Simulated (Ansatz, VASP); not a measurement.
## SiC: VASP beside Ansatz

One calculation is typed for both programs; each brings its own data sets. How far apart do they land? The cell is taken from a series of runs on this material, whose earlier steps may have relaxed, scaled, displaced or heated it; both programs get it as it stands.

Calculated with Ansatz 0.2.0; plane waves, with VASP 6.6.1 beside it; zone-centre phonons at LDA.

**1. Starting point**

Symmetry: P6_3mc, No. 186, hexagonal system. Conventional cell: a = 2.936 Å, b = 2.936 Å, c = 10.106 Å, α = 90.00°, β = 90.00°, γ = 120.00°. C has 4 Si at 1.82 to 1.87 Å nearest. Nearest to C lie 4 Si at 1.82 to 1.86 Å. Si has 4 C at 1.82 to 1.87 Å nearest. Nearest to Si lie 4 C at 1.82 to 1.86 Å. Farther neighbours are not listed.

**2. Ansatz: zone-centre phonons, LDA**

Ansatz runs on its PAW soft_1 files.

Second derivatives magnify differences that forces hide, and they need a tight electronic threshold.

File input.yaml:

```yaml
crystal:
  lattice:
    - [2.9361626736, 0.0, 0.0]
    - [-1.4680813368, 2.542791465, 0.0]
    - [0.0, 0.0, 10.1062687066]
  atoms:
    - { symbol: C, position: [0.6666666667, 0.3333333333, 0.7514782352] }
    - { symbol: C, position: [0.3333333333, 0.6666666667, 0.2514782352] }
    - { symbol: C, position: [0.0, 0.0, 0.5019312084] }
    - { symbol: C, position: [0.0, 0.0, 0.0019312084] }
    - { symbol: Si, position: [0.6666666667, 0.3333333333, 0.936321137] }
    - { symbol: Si, position: [0.3333333333, 0.6666666667, 0.436321137] }
    - { symbol: Si, position: [0.0, 0.0, 0.6862684193] }
    - { symbol: Si, position: [0.0, 0.0, 0.1862684193] }
kpoints:
  mp_grid: { grid: [9, 9, 4] }
hamiltonian:
  xc: lda
  pseudopotentials: { kind: paw, azcp: { folder: soft_1 }, xc_functional: pbe }
scf:
  occupations: { method: fixed }
output:
  eigenvalues: true
phonons:
  method: dfpt
  dielectric: true
  rigid_motions: translations
```

On the command line:

```bash
$ ansatz run input.yaml --threads 8 --pin off --max-ram 16384MiB --backend cpu --events-out ev --progress --plain --runs-dir out
```

Numbers of over 12 decimals in the logs are rounded to 6 here.

The program printed:

```text
Engine: ansatz 0.2.0, aarch64-unknown-linux-gnu
Pseudopotentials: kind: paw
Pseudopotential: C, paw, valence charge 4, recommended cutoff 420 eV (normal), soft_1/C.paw.azcp
Pseudopotential: Si, paw, valence charge 4, recommended cutoff 420 eV (normal), soft_1/Si.paw.azcp
Functional definition: SPW92
  exchange = slater_x
  correlation = pw_c
Crystal: 8 atoms, lattice volume = 75.454 Å³
Basis set: ecut = 420 eV, 1437 PW (Γ), exchange–correlation on 40×40×144 points (8 copies of the dense FFT grid, shifted against one another)
Bands: 24, of which v1, the nominal top of the filled ones, is band 16 counted from 1 (15 counted from 0)
Symmetry: 12 space group operations
k-points: 95 of 324 (irreducible under 2 space group operations, time reversal used)
Non-local potential: C, projectors of the file, l = 0: 2, l = 1: 2, l = 2: 1
Non-local potential: Si, projectors of the file, l = 0: 2, l = 1: 2, l = 2: 1
PAW form: soft (Blöchl's): semilocal exchange-correlation on the pseudo side does not see the compensation charge
PAW frozen core: C, regenerated for the run's functional, and the local potential with it (the file was generated under x = pbe(κ = 0.804, μ = 0.219515), c = pbe(β = 0.066725))
PAW frozen core: Si, regenerated for the run's functional, and the local potential with it (the file was generated under x = pbe(κ = 0.804, μ = 0.219515), c = pbe(β = 0.066725))
PAW one-centre angular grid: C, 110 points (default); XC on 64 Gauss nodes
PAW one-centre angular grid: Si, 110 points (default); XC on 64 Gauss nodes
Initial density: superposition of atomic densities (chi_scale 0.1, normalization cell, long waves kept (reshape's long-wave potential 0.00 eV rms))
Initial wavefunctions: pseudopotential atomic-orbital guess
Functional: x = slater, c = lda
SCF iter   1: F=—  HF=-3415.586039 eV  |F-HF|=—  |Δ(HF+E_count)|=         —  Δρ=1.57e-1  dr2=2.17e1  ethr=3.10e-3  ⟨swp⟩=5.0  Hψ=10656  notcnv=0  defer=521
preconditioner: auto → none  [insulator: Δε(μ)=4.039 eV  Ē_g=13.507 eV  n_scr=6 (ndim 8)  ℏωp=24.2 eV  f_vac=0.000  ε∞_Penn≈4.2]
SCF iter   2: F=—  HF=-3408.657783 eV  |F-HF|=—  |Δ(HF+E_count)|=    6.93e0  Δρ=5.01e-2  dr2=1.13e0  ethr=3.10e-3  ⟨swp⟩=4.1  Hψ=6471  notcnv=0  defer=558
SCF iter   3: F=—  HF=-3408.315247 eV  |F-HF|=—  |Δ(HF+E_count)|=   3.43e-1  Δρ=1.91e-2  dr2=1.37e-1  ethr=3.10e-3  ⟨swp⟩=2.6  Hψ=4368  notcnv=0  defer=554
SCF iter   4: F=—  HF=-3408.282412 eV  |F-HF|=—  |Δ(HF+E_count)|=   3.28e-2  Δρ=1.84e-3  dr2=1.37e-3  ethr=4.28e-4  ⟨swp⟩=2.6  Hψ=3137  notcnv=0  defer=570
SCF iter   5: F=—  HF=-3408.282467 eV  |F-HF|=—  |Δ(HF+E_count)|=   5.50e-5  Δρ=3.14e-4  dr2=2.48e-4  ethr=4.28e-6  ⟨swp⟩=2.4  Hψ=3628  notcnv=0  defer=570
SCF iter   6: F=—  HF=-3408.282410 eV  |F-HF|=—  |Δ(HF+E_count)|=   5.65e-5  Δρ=1.31e-4  dr2=1.77e-5  ethr=7.75e-7  ⟨swp⟩=2.0  Hψ=3024  notcnv=0  defer=564
SCF iter   7: F=—  HF=-3408.282407 eV  |F-HF|=—  |Δ(HF+E_count)|=   3.38e-6  Δρ=5.13e-5  dr2=2.23e-6  ethr=5.54e-8  ⟨swp⟩=2.1  Hψ=3034  notcnv=0  defer=451
SCF iter   8: F=—  HF=-3408.282407 eV  |F-HF|=—  |Δ(HF+E_count)|=   7.94e-7  Δρ=1.21e-5  dr2=5.95e-8  ethr=6.95e-9  ⟨swp⟩=2.4  Hψ=3671  notcnv=0  defer=363
SCF iter   9: F=—  HF=-3408.282407 eV  |F-HF|=—  |Δ(HF+E_count)|=   1.20e-8  Δρ=2.80e-6  dr2=2.41e-9  ethr=1.86e-10  ⟨swp⟩=2.4  Hψ=3222  notcnv=0  defer=363
SCF iter  10: F=-3408.282407 eV  HF=-3408.282407 eV  |F-HF|=3.18e-12  |Δ(HF+E_count)|=  4.82e-10  Δρ=3.77e-7  dr2=4.02e-11  ethr=1.00e-12  ⟨swp⟩=15.6  Hψ=20088  notcnv=0
SCF 1 converged in 10 iterations: F = -3408.282407 eV  dr2 = 4.02e-11
  greatest PAW one-centre occupation: 0.652 electrons in one spin orbital (limit 2), on the C atom at site 1 (counted from 0), in its partial waves of l = 0
NSCF: frozen V_eff on 4 k-points
DFPT response loops at Γ: preconditioner auto → Resta (q_TF=auto, 2.365 Å⁻¹)  ε∞=5.6 (no band partly filled); β = 1.00, the filter's whole step (`scf.mixing.beta` (0.50) is not read by the response loops at its default; to damp them type it under 1.00, their step now; it binds the ground state too); Broyden in place of MSR1
── the response to a field inside a basis, on 10×10×4 k-points: an SCF that follows is theirs, and a resumed run solves both again ──
Bands: 17, of which v1, the nominal top of the filled ones, is band 16 counted from 1 (15 counted from 0)
k-points: 60 of 400 (irreducible under 4 space group operations, time reversal used)
Initial density: handed on by an earlier stage of this run
Initial wavefunctions: pseudopotential atomic-orbital guess (no wavefunctions were taken with the density)
Eigensolver: Dense (60 Hₖ)
SCF iter   1: F=—  HF=-3408.272305 eV  |F-HF|=—  |Δ(HF+E_count)|=         —  Δρ=1.40e-4  dr2=3.49e-6  ethr=1.00e-1
preconditioner: auto → none  [insulator: Δε(μ)=1.984 eV  Ē_g=10.054 eV  n_scr=6 (ndim 8)  ℏωp=24.2 eV  f_vac=0.000  ε∞_Penn≈6.8]
SCF iter   2: F=—  HF=-3408.272305 eV  |F-HF|=—  |Δ(HF+E_count)|=   5.40e-7  Δρ=6.84e-5  dr2=7.62e-7  ethr=1.09e-8
SCF iter   3: F=-3408.272306 eV  HF=-3408.272306 eV  |F-HF|=7.03e-8  |Δ(HF+E_count)|=   2.68e-7  Δρ=8.09e-6  dr2=8.43e-8  ethr=2.38e-9
SCF 1 converged in 3 iterations: F = -3408.272306 eV  dr2 = 8.43e-8
DFPT response loops at Γ: preconditioner auto → Resta (q_TF=auto, 2.365 Å⁻¹)  ε∞=5.5 (no band partly filled); β = 1.00, the filter's whole step (`scf.mixing.beta` (0.50) is not read by the response loops at its default; to damp them type it under 1.00, their step now; it binds the ground state too); Broyden in place of MSR1
WARN: field response: ε∞ stands inside a basis, on 10×10×4 points; the force constants stand on the 9×9×4 k-mesh, whose period is 13.90 times the interband length at k = (0.0000, 0.4444, 0.0000), direct gap 3.180 eV, under 14: take them and everything formed from them as unconverged, and compare with a denser kpoints.mp_grid
SCF converged after 10 iterations
Free energy (F): -3408.282407 eV
Harris-Foulkes:  -3408.282407 eV  (|F-HF|=3.18e-12)
Internal energy: -3408.282407 eV  (E = F + TS)
E sigma→0 (E₀):  -3408.282407 eV
Fermi energy:    10.732027 eV
--- Per-component energies (eV) ---
  E_band       = 139.025308
  E_kinetic    = 553.487937
  E_local      = -365.996303  (includes V_loc(G=0)·N_el)
  E_nonlocal   = 193.332468
  E_hartree    = 123.126424
  E_xc         = -426.380134
  E_vxc        = -443.488295  (∫ρ·V_xc dr)
  E_paw        = -2312.146855  (= ΣΔE_a)
  E_vpaw       = -44.563499  (= ΣTr[D̂ρ^β])
  E_aug_tail   = 0.000188  (compensation charges beyond the density's cutoff)
  E_ewald      = -1174.294786
  E_core_change = 0.588653  (= ΣΔE_core)
  E_smearing   = -0.000000  (= −TS)
  E_closure    = 0.000000  (closes the sum)
  Σ components = -3408.282407   (vs F -3408.282407, Δ=0.00e0)
--- Band table (eV; the first three rows and the last of 95) ---
  k-point 0: bands = [... 12 lower, 10.2301, 10.2301, 10.7320, 10.7320, 16.5933, 17.2145, 17.6001, 18.1070, ... 4 higher]
  k-point 1: bands = [... 12 lower, 10.3797, 10.3797, 10.6853, 10.6853, 16.9344, 17.2849, 17.4968, 18.1417, ... 4 higher]
  k-point 2: bands = [... 12 lower, 10.5574, 10.5574, 10.5574, 10.5574, 17.3134, 17.3134, 17.7918, 17.7918, ... 4 higher]
  k-point 94: bands = [... 12 lower, 7.0853, 7.0853, 8.8594, 8.8594, 14.6863, 14.6863, 15.8722, 15.8722, ... 4 higher]
--- Phonons (Γ-DFPT): 8 representative perturbations + reference, on 95 of 324 k-points (Σ response iterations 26) ---
  k mesh reduced under 2 symmetry operations, with k and −k counted as one. Each operation leaves every solved perturbation unchanged. A smaller set is not considered because the run solves the response to a homogeneous field
  ASR residual: 1.518e-4 → 0.000e0 eV/Å²; symmetrization residual: 1.631e-6 eV/Å²
  ASR residual per site (eV/Å²): 8.42e-5 8.42e-5 9.44e-5 9.44e-5 9.59e-5 9.59e-5 1.52e-4 1.52e-4
  Γ frequencies (cm⁻¹): 0.00 0.00 0.00 189.12 189.12 195.90 195.90 254.21 254.21 414.99 421.34 635.39 828.28 853.68 853.68 861.80 861.80 867.40 867.40 878.63 878.63 882.40 963.62 972.12
  ε∞ (high-frequency dielectric tensor):
        6.776101     0.000000     0.000000
        0.000000     6.776101    -0.000000
        0.000000    -0.000000     7.386177
  ε⁰ (static dielectric tensor: ions relaxed, cell fixed):
        9.810448     0.000000     0.000000
        0.000000     9.810448     0.000000
        0.000000     0.000000    11.080362
  ε⁰ − ε∞ (ionic part):
        3.034347     0.000000     0.000000
        0.000000     3.034347     0.000000
        0.000000     0.000000     3.694185
  softest optical mode at Γ: 189.12 cm⁻¹; the repairs (sum rule, projections) moved no ω² at Γ by more than (1.74 cm⁻¹)²
  Born effective charges Z* (e; rows j = field, columns β = displacement):
    site 0:
        -2.76060   -0.00000   -0.00000
         0.00000   -2.76060    0.00000
        -0.00000    0.00000   -2.82869
    site 1:
        -2.76060   -0.00000   -0.00000
         0.00000   -2.76060   -0.00000
        -0.00000    0.00000   -2.82869
    site 2:
        -2.73639    0.00000   -0.00000
        -0.00000   -2.73639    0.00000
        -0.00000    0.00000   -2.88800
    site 3:
        -2.73639    0.00000   -0.00000
         0.00000   -2.73639    0.00000
        -0.00000    0.00000   -2.88800
    site 4:
         2.74167    0.00000    0.00000
        -0.00000    2.74167   -0.00000
         0.00000    0.00000    2.75791
    site 5:
[...]
site 6:
[...]
site 7:
[...]
Z* charge neutrality: 1.187e-2 e pre-enforcement
  solved inside a basis spanned on kpoints, on 10×10×4 k-points, its susceptibility summed on 14×14×4: ε∞ is read to err by 2.8e-2, Z* by 1.8e-2 e (field_mesh: kpoints solves on kpoints); Z* is corrected for what the basis lacks
  optical modes at Γ without the LO–TO term, one row a degenerate level:
      ω (cm⁻¹)  modes    IR ((D/Å)²/amu)
[...]
optical modes at Γ + LO–TO along q̂ = [1.0000, 0.0000, 0.0000]:
      ω (cm⁻¹)  modes    IR ((D/Å)²/amu)
[...]
optical modes at Γ + LO–TO along q̂ = [0.0000, 1.0000, 0.0000]:
      ω (cm⁻¹)  modes    IR ((D/Å)²/amu)
[...]
optical modes at Γ + LO–TO along q̂ = [0.0000, 0.0000, 1.0000]:
      ω (cm⁻¹)  modes    IR ((D/Å)²/amu)
[...]
853.68      2             0.0151
        861.80      2             0.0000
        867.40      2             0.0000
        878.63      2           165.7121
        882.16      1             0.0415
        963.62      1             0.0000
        972.12      1             0.0000
       1014.65      1            89.6062
```

In the SCF lines HF is the Harris–Foulkes energy and dr2 the Hartree energy of the density residual, in eV; the loop may stop once dr2 is under the threshold and the program's other checks hold. Hψ counts applications of the Hamiltonian.

[end of part 1 of 3]

[Lines on the potential files, build, host, timing and source positions are cut from VASP's logs without a mark.]

[Logs are printed without paths, hosts, clocks, repeated set-up lines and the standing remarks that a program may print on its own settings, such as how far it seeks lower states.]

[Hosts, paths, dates, database ids (printed as entryN), source tags and the programs' standing remarks are cut or masked in the printed files.]
